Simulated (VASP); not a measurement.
Here is the system:

```yaml
crystal:
  lattice:
    - [0.00000, 1.79130, 1.79130]
    - [1.79130, 0.00000, 1.79130]
    - [1.79130, 1.79130, 0.00000]
  atoms:
    - { symbol: B, position: [0.00000, 0.00000, 0.00000] }
    - { symbol: N, position: [0.25000, 0.25000, 0.25000] }
```

The numbers are results of revTPSS meta-GGA, VASP's PBE PAW potentials (set 64) (plane waves; VASP), not measurements. Run with 520 eV cut-off, 12×12×12 Γ-centred mesh, Gaussian smearing of 0.050 eV, potentials B N.

### Question
Give the stress tensor in GPa (positive for a compressed cell).

### Answer

```
12.19   0.00   0.00
 0.00  12.19   0.00
 0.00   0.00  12.19
```
The pressure is its mean diagonal, 12.19 GPa.

The compound is BN in the zinc blende structure. This cell is one point of a volume scan, at 0.97 of the reference volume.
